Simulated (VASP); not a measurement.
Output of a VASP run:

### OSZICAR
```
       N       E                     dE             d eps       ncg     rms          rms(c)
DAV:   1     0.725264325015E+03    0.72526E+03   -0.20371E+04 13711   0.524E+02
DAV:   2     0.103931829029E+03   -0.62133E+03   -0.54909E+03 13000   0.185E+02
DAV:   3    -0.247370569737E+02   -0.12867E+03   -0.12275E+03 14575   0.768E+01
DAV:   4    -0.319298778576E+02   -0.71928E+01   -0.71541E+01 15704   0.203E+01
DAV:   5    -0.321202039383E+02   -0.19033E+00   -0.19020E+00 18376   0.324E+00    0.938E+00
DAV:   6    -0.312734141936E+02    0.84679E+00   -0.24398E-01 19128   0.610E+00    0.542E+00
DAV:   7    -0.311968126397E+02    0.76602E-01   -0.29434E-01 19608   0.173E+00    0.131E+00
DAV:   8    -0.311939127366E+02    0.28999E-02   -0.41129E-02 18432   0.777E-01    0.692E-01
DAV:   9    -0.311943471190E+02   -0.43438E-03   -0.53084E-03 15328   0.154E-01    0.185E-01
DAV:  10    -0.311945409924E+02   -0.19387E-03   -0.39717E-04 18600   0.549E-02    0.917E-02
DAV:  11    -0.311946370267E+02   -0.96034E-04   -0.12535E-04 14944   0.295E-02    0.174E-02
DAV:  12    -0.311946377829E+02   -0.75621E-06   -0.71914E-06 18464   0.106E-02    0.126E-02
DAV:  13    -0.311946420181E+02   -0.42352E-05   -0.40448E-06 14352   0.362E-03    0.565E-03
DAV:  14    -0.311946432454E+02   -0.12273E-05   -0.51585E-07 14288   0.245E-03    0.147E-03
DAV:  15    -0.311946433164E+02   -0.70970E-07   -0.16708E-07 14248   0.920E-04
   1 F= -.31194643E+02 E0= -.31194643E+02  d E =-.137449E-14
 imaginary and real dielectric function
```

### OUTCAR
```
------------------------ aborting loop because EDIFF is reached ----------------------------------------
  FORCE on cell =-STRESS in cart. coord.  units (eV):
  Direction    XX          YY          ZZ          XY          YZ          ZX
  --------------------------------------------------------------------------------------
  Total       -0.0641784     -0.0641784      0.0526428      0.0000000     -0.0000000      0.0000000
  in kB       -0.4365861     -0.4365860      0.3581133      0.0000000     -0.0000000      0.0000000
  external PRESSURE =      -0.1716863 kB  Pullay stress =       0.0000000 kB
  volume of cell :      235.52
      direct lattice vectors                 reciprocal lattice vectors
     4.009604552  0.000000000  0.000000000     0.249401153  0.143991827  0.000000000
    -2.004802276  3.472419297  0.000000000     0.000000000  0.287983655  0.000000000
     0.000000000  0.000000000 16.915921964     0.000000000  0.000000000  0.059115903
 POSITION                                       TOTAL-FORCE (eV/Angst)
 -----------------------------------------------------------------------------------
     -0.00000      2.31495      2.84078        -0.000000      0.000000      0.007636
      2.00480      1.15747     11.29874         0.000000     -0.000000      0.007636
      2.00480      1.15747     14.07514         0.000000     -0.000000     -0.007636
     -0.00000      2.31495      5.61718        -0.000000      0.000000     -0.007636
     -0.00000      2.31495     10.02036         0.000000      0.000000     -0.003416
      2.00480      1.15747      1.56240        -0.000000     -0.000000     -0.003416
      2.00480      1.15747      6.89556        -0.000000     -0.000000      0.003416
     -0.00000      2.31495     15.35352         0.000000      0.000000      0.003416
 -----------------------------------------------------------------------------------
    total drift:                               -0.000535      0.000565      0.000016
  FREE ENERGIE OF THE ION-ELECTRON SYSTEM (eV)
  ---------------------------------------------------
  free  energy   TOTEN  =       -31.1946433164 eV

  energy  without entropy=      -31.1946433164  energy(sigma->0) =      -31.19464332

 plasma frequency squared (from intraband transitions) (eV^2)
  --------------------------------------------------------------------------------------
       0.000       0.000       0.000
       0.000       0.000       0.000
      -0.000      -0.000       0.000

 plasma frequency squared (from interband transitions, int dw w eps(2)(w)) (eV^2)
  --------------------------------------------------------------------------------------
     288.630       0.000      -0.000      -0.000      -0.000       0.000
       0.000       0.000     288.630       0.000      -0.000       0.000
      -0.000      -0.000      -0.000      -0.000     287.646       0.000
```
(Selected blocks of OUTCAR.)

File POSCAR:
```
InSe
1
    4.0096045516    -0.0000000000     0.0000000000
   -2.0048022758     3.4724192972     0.0000000000
   -0.0000000000    -0.0000000000    16.9159219636
In Se
4 4
Direct
  0.3333330000   0.6666670000   0.1679354678
  0.6666670000   0.3333330000   0.6679354678
  0.6666670000   0.3333330000   0.8320645322
  0.3333330000   0.6666670000   0.3320645322
  0.3333330000   0.6666670000   0.5923625202
  0.6666670000   0.3333330000   0.0923625202
  0.6666670000   0.3333330000   0.4076374798
  0.3333330000   0.6666670000   0.9076374798
```

### Question
Reconstruct the remaining input files.

### Answer
One answer among several that fit: the input of the run itself, PBEsol GGA, plane waves, VASP's PBE PAW potentials (set 64).

KPOINTS:
```
Automatic mesh
0
Gamma
14 14 3
0 0 0
```

### INCAR
```
LWAVE  =  .FALSE.
LREAL  =  .FALSE.
GGA  =  PS
ALGO  =  Normal   ! blocked Davidson
SIGMA  =  0.01
NBANDS  =  135
LOPTICS  =  .TRUE.
SYSTEM  =  InSe
LCHARG  =  .FALSE.
EDIFF  =  1E-7
PREC  =  Accurate
LASPH  =  .TRUE.   ! aspherical one-centre terms
NEDOS  =  1001
ISMEAR  =  0   ! Gaussian
NELM  =  100   ! most electronic steps
LMAXMIX  =  4
CSHIFT  =  0.1
ENCUT  =  400
```

POTCAR, in this order: In_d Se (PBE.64 set). Program: vasp_std.

The dielectric response may not be converged in the k-mesh; for small gaps it tends to come out too large. Without a dispersion term in the relaxation, distances and binding between the weakly bound layers, chains or molecules are unreliable, and so is what depends on them.

The structure was generated: InSe was put into the beta-GaS type (P6_3/mmc), a phase also known from measurement. It was relaxed first, which changed the volume by -16 %.
